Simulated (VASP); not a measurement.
# NAlO2H4 in VASP: further runs

One molecule, NAlO2H4, is run at these levels: PBE+TS, PBE; tasks: atomic charges, electron localisation function.

Program: VASP 6.6.1. These are calculated values, not measurements. Logs are shortened: lines on timing, memory, paths and dates and some standing lists are left out, and cuts for length are marked.

## 1. Starting point

The cell holds a molecule in a box, 8 atoms: a = 13.000 Å, b = 14.000 Å, c = 11.000 Å, α = 90.00°, β = 90.00°, γ = 90.00°.

## 2. Atomic charges, PBE+TS

Input file INCAR:

```
SYSTEM = AlH4NO2
ALGO = Fast ; EDIFF = 1E-6
ENCUT = 520 ; GGA = PE
ISIF = 2 ; ISMEAR = 0
IVDW = 2 ; LASPH = .TRUE.
LCHARG = .FALSE. ; LORBIT = 11
LREAL = .FALSE. ; LWAVE = .FALSE.
NELM = 80 ; PREC = Accurate
SIGMA = 0.01
```

Input file KPOINTS:

```
k-points
0
G
  1 1 1
  0 0 0
```

Input file POSCAR:

```
AlH4NO2
1.0
   13.0000000000      0.0000000000      0.0000000000
    0.0000000000     14.0000000000      0.0000000000
    0.0000000000      0.0000000000     11.0000000000
N Al O H
1 1 2 4
Direct
    0.4309538500      0.6087000000      0.5295909100
    0.4675153800      0.4883285700      0.5137545500
    0.5865538500      0.4532000000      0.4696000000
    0.3781307700      0.4039142900      0.5446090900
    0.4760461500      0.6657785700      0.5143181800
    0.3602461500      0.6294928600      0.5558363600
    0.6417538500      0.4955071400      0.4503454500
    0.3925384600      0.3372214300      0.5379727300
```

Potentials or basis: VASP PAW PBE potentials, release 64 (N, Al, O, H).

Launch:

```bash
> cat potpaw_PBE.64/N/POTCAR potpaw_PBE.64/Al/POTCAR potpaw_PBE.64/O/POTCAR potpaw_PBE.64/H/POTCAR > POTCAR
> mpirun -np 1 vasp_gam > vasp.out
```

OUTCAR:

```text
SYSTEM = AlH4NO2
   EDIFF = 1E-6
   ENCUT = 520
   GGA = PE
   ISIF = 2
   ISMEAR = 0
   IVDW = 2
   LASPH = .TRUE.
   LORBIT = 11
   LREAL = .FALSE.
   NELM = 80
   PREC = Accurate
  IVDW =   2

 ion  position               nearest neighbor table
   1  0.431  0.609  0.530-   5 1.01   6 1.01   2 1.76
   2  0.468  0.488  0.514-   4 1.69   3 1.69   1 1.76
   3  0.587  0.453  0.470-   7 0.95   2 1.69
   4  0.378  0.404  0.545-   8 0.96   2 1.69
   5  0.476  0.666  0.514-   1 1.01
   6  0.360  0.629  0.556-   1 1.01
   7  0.642  0.496  0.450-   3 0.95
   8  0.393  0.337  0.538-   4 0.96

  LATTYP: Found a simple orthorhombic cell.
 ALAT       =    11.0000000000
 B/A-ratio  =     1.1818181818
 C/A-ratio  =     1.2727272727

  Lattice vectors:

 A1 = (   0.0000000000,   0.0000000000,  11.0000000000)
 A2 = (  13.0000000000,   0.0000000000,   0.0000000000)
 A3 = (   0.0000000000,  14.0000000000,   0.0000000000)

Analysis of symmetry for initial positions (statically):
=====================================================================
 Subroutine PRICEL returns:
 Original cell was already a primitive cell.

 Routine SETGRP: Setting up the symmetry group for a
 simple orthorhombic supercell.

 Subroutine GETGRP returns: Found  1 space group operations
 (whereof  1 operations were pure point group operations)
 out of a pool of  8 trial point group operations.

The static configuration has the point symmetry C_1 .

Analysis of symmetry for dynamics (positions and initial velocities):
=====================================================================
 Subroutine PRICEL returns:
 Original cell was already a primitive cell.

 Routine SETGRP: Setting up the symmetry group for a
 simple orthorhombic supercell.

 Subroutine GETGRP returns: Found  1 space group operations
 (whereof  1 operations were pure point group operations)
 out of a pool of  8 trial point group operations.

The dynamic configuration has the point symmetry C_1 .

 Subroutine INISYM returns: Found  1 space group operations
 (whereof  1 operations are pure point group operations),
 and found     1 'primitive' translations

----------------------------------------------------------------------------------------

                                     Primitive cell

  volume of cell :    2002.0000

  direct lattice vectors                    reciprocal lattice vectors
    13.000000000  0.000000000  0.000000000     0.076923077  0.000000000  0.000000000
     0.000000000 14.000000000  0.000000000     0.000000000  0.071428571  0.000000000
     0.000000000  0.000000000 11.000000000     0.000000000  0.000000000  0.090909091

  length of vectors
    13.000000000 14.000000000 11.000000000     0.076923077  0.071428571  0.090909091

  position of ions in fractional coordinates (direct lattice)
     0.430953850  0.608700000  0.529590910
     0.467515380  0.488328570  0.513754550
     0.586553850  0.453200000  0.469600000
     0.378130770  0.403914290  0.544609090
     0.476046150  0.665778570  0.514318180
     0.360246150  0.629492860  0.555836360
     0.641753850  0.495507140  0.450345450
     0.392538460  0.337221430  0.537972730

  ion indices of the primitive-cell ions
   primitive index   ion index
                 1           1
                 2           2
                 3           3
                 4           4
                 5           5
                 6           6
                 7           7
                 8           8

----------------------------------------------------------------------------------------

 KPOINTS: k-points

Automatic generation of k-mesh.
 Grid dimensions read from file:
 generate k-points for:    1    1    1

 Generating k-lattice:

  Cartesian coordinates                     Fractional coordinates (reciprocal lattice)
     0.076923077  0.000000000  0.000000000     1.000000000  0.000000000  0.000000000
     0.000000000  0.071428571  0.000000000     0.000000000  1.000000000  0.000000000
     0.000000000  0.000000000  0.090909091     0.000000000  0.000000000  1.000000000

  Length of vectors
     0.076923077  0.071428571  0.090909091

  Shift w.r.t. Gamma in fractional coordinates (k-lattice)
     0.000000000  0.000000000  0.000000000

 Subroutine IBZKPT returns following result:
 ===========================================

 Found      1 irreducible k-points:

 Following reciprocal coordinates:
            Coordinates               Weight
  0.000000  0.000000  0.000000      1.000000
   k-points           NKPTS =      1   k-points in BZ     NKDIM =      1   number of bands    NBANDS=     17
   number of dos      NEDOS =    301   number of ions     NIONS =      8
   total plane-waves  NPLWV = 889056
   dimension x,y,z NGX =    98 NGY =  108 NGZ =   84
   dimension x,y,z NGXF=   196 NGYF=  216 NGZF=  168
   ions per type =               1   1   2   4
   NGX,Y,Z   is equivalent  to a cutoff of  12.53, 12.82, 12.70 a.u.
   NGXF,Y,Z  is equivalent  to a cutoff of  25.06, 25.65, 25.39 a.u.
 SYSTEM =  AlH4NO2
   PREC   = accura    normal or accurate (medium, high low for compatibility)
   ISTART =      0    job   : 0-new  1-cont  2-samecut
   ICHARG =      2    charge: 1-file 2-atom 10-const
   ISPIN  =      1    spin polarized calculation?
   LNONCOLLINEAR =      F non collinear calculations
   LSORBIT =      F    spin-orbit coupling
   LASPH  =      T    aspherical Exc in radial PAW
   ENCUT  =  520.0 eV  38.22 Ry    6.18 a.u.  24.17 26.03 20.45*2*pi/ulx,y,z
   NELM   =     80;   NELMIN=  2; NELMDL= -5     # of ELM steps
   EDIFF  = 0.1E-05   stopping-criterion for ELM
   LREAL  =      F    real-space projection
   EDIFFG = 0.1E-04   stopping-criterion for IOM
   NSW    =      0    number of steps for IOM
   IBRION =     -1    ionic relax: 0-MD 1-quasi-New 2-CG
   NFREE  =      0    steps in history (QN), initial steepest desc. (CG)
   ISIF   =      2    stress and relaxation
   ISYM   =      2    0-nonsym 1-usesym 2-fastsym
   POTIM  = 0.5000    time-step for ionic-motion
   TEBEG  =    0.0;   TEEND  =   0.0 temperature during run
   PSTRESS=    0.0 pullay stress
   NELECT =      24.0000    total number of electrons
   NUPDOWN=      -1.0000    fix difference up-down
   EMIN   =  10.00;   EMAX   =-10.00  energy-range for DOS
   EFERMI =   0.00;   METHOD = LEGACY
   ISMEAR =     0;   SIGMA  =   0.01  broadening in eV -4-tet -1-fermi 0-gaus
   EFERMI_NEDOS =   21; number of points for ismear=-14 and -15
   IALGO  =     68    algorithm
   IMIX   =      4    mixing-type and parameters
     AMIX     =   0.40;   BMIX     =  1.00
     AMIX_MAG =   1.60;   BMIX_MAG =  1.00
  volume/ion in A,a.u.               =     250.25      1688.77
  Fermi-wavevector in a.u.,A,eV,Ry     =   0.374677  0.708037  1.910026  0.140383
  Thomas-Fermi vector in A             =   1.305216
   LORBIT       =     11    0 simple, 1 ext, 2 COOP (PROOUT), +10 PAW based schemes
   GGA     = PE    functional components
   LHFCALC =     F    Hartree Fock is set to
   AEXX    =    0.0000 exact exchange contribution
   IVDW    =     2    specifies the selected vdW correction
   LEPSILON=     F    determine dielectric tensor
   LRPA    =     F    only Hartree local field effects (RPA)
 non-spin polarized calculation
 RMM-DIIS sequential band-by-band and
 Gauss-broadening in eV      SIGMA  =   0.01
  energy-cutoff  :      520.00
  volume of cell :     2002.00
 maximum number of plane-waves:     26955
 NGX is ok and might be reduce to    98
   NGX = 49   NGY = 53   NGZ = 41

 number of electron      23.9999996 magnetization

 Free energy of the ion-electron system (eV)
  ---------------------------------------------------
  ext. energy  EPLUGINS =         0.00000000
  ---------------------------------------------------
  free energy    TOTEN  =       -43.16449377 eV

  energy without entropy =      -43.16449377  energy(sigma->0) =      -43.16449377

 E-fermi :  -5.7452     XC(G=0):  -0.7007

 val. band max:       -5.8009588682   @ k =   0.0000   0.0000   0.0000
 cond. band min:      -1.2700658835   @ k =   0.0000   0.0000   0.0000
 fundamental gap:      4.5308929847
 Fermi energy:        -5.7452040549

 k-point     1 :       0.0000    0.0000    0.0000
  band No.  band energies     occupation
      1     -24.0295      2.00000
      2     -23.7949      2.00000
      3     -20.2344      2.00000
      4     -12.2657      2.00000
      5     -11.7257      2.00000
      6     -11.3539      2.00000
[... 9 lines left out ...]
     16       0.3446      0.00000
     17       0.4611      0.00000

------------------------ aborting loop because EDIFF is reached ----------------------------------------

  Hirshfeld charges:
            ion         q(e)
   ------------------------------
      1     N       -0.35908022
      2     Al       0.59037258
      3     O       -0.36736251
      4     O       -0.36396449
      5     H        0.09988335
      6     H        0.10473887
      7     H        0.14642754
      8     H        0.14898487

  Tkatchenko/Scheffler method for vdW energy calculation

  Number of pair interactions contributing to vdW energy:    9373

  Edisp (eV):   -0.03137

  FORCE on cell =-STRESS in cart. coord.  units (eV):
  Direction    XX          YY          ZZ          XY          YZ          ZX
  --------------------------------------------------------------------------------------
  -------------------------------------------------------------------------------------
  Total       1.59898     1.70892     0.03373     0.25511    -0.04776    -0.53065
  in kB       1.27964     1.36763     0.02699     0.20416    -0.03823    -0.42468
  external pressure =        0.89 kB  Pullay stress =        0.00 kB

 VOLUME and BASIS-vectors are now :
 -----------------------------------------------------------------------------
  energy-cutoff  :      520.00
  volume of cell :     2002.00
      direct lattice vectors                 reciprocal lattice vectors
    13.000000000  0.000000000  0.000000000     0.076923077  0.000000000  0.000000000
     0.000000000 14.000000000  0.000000000     0.000000000  0.071428571  0.000000000
     0.000000000  0.000000000 11.000000000     0.000000000  0.000000000  0.090909091

 POSITION                                       TOTAL-FORCE (eV/Angst)
 -----------------------------------------------------------------------------------
      5.60240      8.52180      5.82550         0.004246     -0.132791     -0.003101
      6.07770      6.83660      5.65130         0.003601      0.134111      0.000166
      7.62520      6.34480      5.16560        -0.100407     -0.441701      0.023392
      4.91570      5.65480      5.99070        -0.350130      0.288110      0.113239
      6.18860      9.32090      5.65750         0.201409      0.275155     -0.057862
      4.68320      8.81290      6.11420        -0.310362      0.118525      0.098057
      8.34280      6.93710      4.95380         0.479565      0.340687     -0.142044
      5.10300      4.72110      5.91770         0.072079     -0.582096     -0.031848
 -----------------------------------------------------------------------------------
    total drift:                                0.000475     -0.000491     -0.000421

  FREE ENERGIE OF THE ION-ELECTRON SYSTEM (eV)
  ---------------------------------------------------
  free  energy   TOTEN  =       -43.1958682766 eV

  energy  without entropy=      -43.1958682766  energy(sigma->0) =      -43.19586828

 total charge

# of ion       s       p       d       tot
------------------------------------------
    1        1.210   2.751   0.000   3.961
    2        0.380   0.471   0.000   0.852
    3        1.554   3.622   0.000   5.176
    4        1.554   3.622   0.000   5.177
    5        0.648   0.090   0.000   0.738
    6        0.645   0.089   0.000   0.735
    7        0.635   0.136   0.000   0.771
    8        0.634   0.136   0.000   0.769
--------------------------------------------------
tot          7.262  10.917   0.000  18.178
```

Wall time 1.8 min (1 thread of Intel Xeon 6975P-C (Granite Rapids), shared host); peak memory 1.6 GiB.

Results:

```
Free energy                                           : -43.1959 eV
Largest force                                         : 0.605 eV/Å
Gap between the frontier levels                       : 4.53 eV
Valence electrons inside the program's atomic spheres : N 3.96; Al 0.85; O 5.18; H 0.74, 0.73, 0.77
Hirshfeld charges                                     : N -0.36; Al +0.59; O -0.37, -0.36; H +0.10, +0.15 e
Dispersion energy per atom                            : -0.004 eV
```

Forces on the atoms (eV/Å):
```
N    0.004 -0.133 -0.003
Al   0.004  0.134  0.000
O   -0.100 -0.442  0.023
O   -0.350  0.288  0.113
H    0.201  0.275 -0.058
H   -0.310  0.119  0.098
H    0.480  0.341 -0.142
H    0.072 -0.582 -0.032
```

A hybrid or GW would open this gap; PBE tends to underestimate it.

## 3. Electron localisation function, PBE

Input file INCAR:

```
SYSTEM = AlH4NO2
PREC     = Accurate       ! precision mode
ENCUT    = 520            ! plane-wave cutoff, eV
EDIFF    = 1E-7           ! SCF threshold, eV
ISMEAR   = 0              ! smearing method
SIGMA    = 0.01           ! smearing width, eV
LREAL    = .FALSE.        ! projectors in reciprocal space
LASPH    = .TRUE.         ! aspherical terms in the spheres
NELM     = 60             ! most SCF steps
ALGO     = Fast           ! electronic algorithm
ISIF     = 2              ! what is computed and relaxed
LWAVE    = .FALSE.        ! write WAVECAR
LCHARG   = .TRUE.         ! write CHGCAR
GGA      = PE             ! functional
LELF     = .TRUE.         ! ELF
```

Input file KPOINTS:

```
regular mesh
0
G
  1 1 1
  0 0 0
```

POSCAR is that of step 2.

Potentials or basis: VASP PAW PBE potentials, release 64 (N, Al, O, H).

Launch:

```bash
> cat potpaw_PBE.64/N/POTCAR potpaw_PBE.64/Al/POTCAR potpaw_PBE.64/O/POTCAR potpaw_PBE.64/H/POTCAR > POTCAR
> mpirun -np 1 vasp_gam > vasp.out
```

Wall time 1.9 min (1 thread of Intel Xeon 6975P-C (Granite Rapids), shared host); peak memory 1.6 GiB.

Results (log left out):

| Item | Value |
| --- | --- |
| Free energy | -43.1645 eV |
| Largest force | 0.608 eV/Å |
| Gap between the frontier levels | 4.53 eV |

Forces on the atoms (eV/Å):
```
N    0.005 -0.145 -0.003
Al   0.003  0.138  0.000
O   -0.110 -0.440  0.026
O   -0.341  0.294  0.111
H    0.199  0.278 -0.057
H   -0.310  0.121  0.098
H    0.485  0.338 -0.144
H    0.070 -0.585 -0.031
```

Levels at points of the mesh, in eV from the valence-band top:
| k point | band 8 | band 9 | band 10 | band 11 | band 12 | band 13 | band 14 | band 15 | band 16 | band 17 |
| --- | --- | --- | --- | --- | --- | --- | --- | --- | --- | --- |
| (0.00, 0.00, 0.00) | -1.82 | -1.78 | -1.75 | -1.19 | 0.00 | 4.53 | 5.77 | 5.91 | 6.15 | 6.26 |

## 4. The reference run

An earlier run on the cell as given: functional PBE; potentials or basis VASP PAW PBE potentials, release 64 (N, Al, O, H); cutoff 520 eV; k mesh 1 × 1 × 1; occupations gaussian, width 0.01 eV; no spin polarisation.

- Largest force: 0.608 eV/Å
- Gap between the frontier levels: 4.53 eV

## 5. Overview

| task | level | gap on the mesh (eV) | largest force (eV/Å) |
| --- | --- | --- | --- |
| atomic charges | PBE+TS | 4.53 | 0.61 |
| electron localisation function | PBE | 4.53 | 0.61 |
| single point | PBE | 4.53 | 0.61 |

Alike in all rows: potentials or basis VASP PAW PBE potentials, release 64 (N, Al, O, H); no spin polarisation; cell as given; k mesh 1 × 1 × 1; cutoff (eV) 520; smearing gaussian 0.01 eV.

On the cell as given the gap runs from 4.53 eV (PBE+TS) to 4.53 eV (PBE).

Absolute energies hang on the potentials; compare differences alone.
